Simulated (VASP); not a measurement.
Level of theory: PBE GGA, VASP's PBE PAW potentials (set 64) (plane waves; VASP).

VASP input:

INCAR:
```
SYSTEM = PbF2
PREC = Accurate
ENCUT = 520
EDIFF = 1E-7
NELM = 100
ALGO = Normal
LREAL = .FALSE.
LASPH = .TRUE.
ISMEAR = -5
GGA = PE
LMAXMIX = 4
LWAVE = .FALSE.
LCHARG = .TRUE.
LORBIT = 11
NEDOS = 601
ISIF = 2
```

**KPOINTS**
```
Automatic
0
gamma
 7 7 7
```

POSCAR:
```
PbF2
1
    0.0000000000     2.9970633668     2.9970633668
    2.9970633668     0.0000000000     2.9970633668
    2.9970633668     2.9970633668     0.0000000000
Pb F
1 2
Direct
  0.0000000000   1.0000000000   0.0000000000
  0.2500000000   0.2500000000   0.2500000000
  0.7500000000   0.7500000000   0.7500000000
```

POTCAR, in this order: Pb_d F (PBE.64 set). Program: vasp_std.

The run wrote:

### OSZICAR
```
       N       E                     dE             d eps       ncg     rms          rms(c)
DAV:   1     0.300002645626E+03    0.30000E+03   -0.15033E+04   720   0.175E+03
DAV:   2     0.960258881996E+01   -0.29040E+03   -0.27815E+03   832   0.452E+02
DAV:   3    -0.156344420969E+02   -0.25237E+02   -0.25003E+02   850   0.152E+02
DAV:   4    -0.163351978958E+02   -0.70076E+00   -0.69999E+00   810   0.259E+01
DAV:   5    -0.163560466405E+02   -0.20849E-01   -0.20848E-01   826   0.447E+00    0.807E+00
DAV:   6    -0.143663952411E+02    0.19897E+01   -0.10671E+01   946   0.271E+01    0.277E+00
DAV:   7    -0.143573602389E+02    0.90350E-02   -0.46865E-01   724   0.468E+00    0.157E+00
DAV:   8    -0.143519798940E+02    0.53803E-02   -0.10519E-01   720   0.396E+00    0.490E-01
DAV:   9    -0.143496455668E+02    0.23343E-02   -0.20687E-02   820   0.109E+00    0.102E-01
DAV:  10    -0.143508192146E+02   -0.11736E-02   -0.17540E-03   720   0.482E-01    0.312E-02
DAV:  11    -0.143507983732E+02    0.20841E-04   -0.13491E-04   760   0.127E-01    0.139E-02
DAV:  12    -0.143508093675E+02   -0.10994E-04   -0.69617E-05   824   0.891E-02    0.123E-02
DAV:  13    -0.143508070472E+02    0.23203E-05   -0.25386E-05   852   0.537E-02    0.281E-03
DAV:  14    -0.143508070329E+02    0.14325E-07   -0.13095E-06   742   0.864E-03    0.591E-04
DAV:  15    -0.143508070596E+02   -0.26716E-07   -0.25649E-08   430   0.136E-03
   1 F= -.14350807E+02 E0= -.14350807E+02  d E =0.000000E+00
```

### OUTCAR
```
------------------------ aborting loop because EDIFF is reached ----------------------------------------
  FORCE on cell =-STRESS in cart. coord.  units (eV):
  Direction    XX          YY          ZZ          XY          YZ          ZX
  --------------------------------------------------------------------------------------
  Total        0.0070605      0.0070605      0.0070605      0.0000000      0.0000000     -0.0000000
  in kB        0.2101008      0.2101008      0.2101008      0.0000000      0.0000000     -0.0000000
  external PRESSURE =       0.2101008 kB  Pullay stress =       0.0000000 kB
  volume of cell :       53.84
      direct lattice vectors                 reciprocal lattice vectors
     0.000000000  2.997063367  2.997063367    -0.166829973  0.166829973  0.166829973
     2.997063367  0.000000000  2.997063367     0.166829973 -0.166829973  0.166829973
     2.997063367  2.997063367  0.000000000     0.166829973  0.166829973 -0.166829973
 POSITION                                       TOTAL-FORCE (eV/Angst)
 -----------------------------------------------------------------------------------
      0.00000      0.00000      0.00000         0.000000      0.000000      0.000000
      1.49853      1.49853      1.49853         0.000000      0.000000      0.000000
      4.49560      4.49560      4.49560        -0.000000     -0.000000     -0.000000
 -----------------------------------------------------------------------------------
    total drift:                                0.000000     -0.000000      0.000000
  FREE ENERGIE OF THE ION-ELECTRON SYSTEM (eV)
  ---------------------------------------------------
  free  energy   TOTEN  =       -14.3508070596 eV

  energy  without entropy=      -14.3508070596  energy(sigma->0) =      -14.35080706

 total charge

# of ion       s       p       d       tot
------------------------------------------
    1        1.551   0.274   9.862  11.688
    2        1.741   4.320   0.000   6.062
    3        1.741   4.320   0.000   6.062
--------------------------------------------------
tot          5.034   8.915   9.862  23.811
```
(Selected blocks of OUTCAR.)

The compound is PbF2 in the fluorite structure, the β form. It was relaxed first.
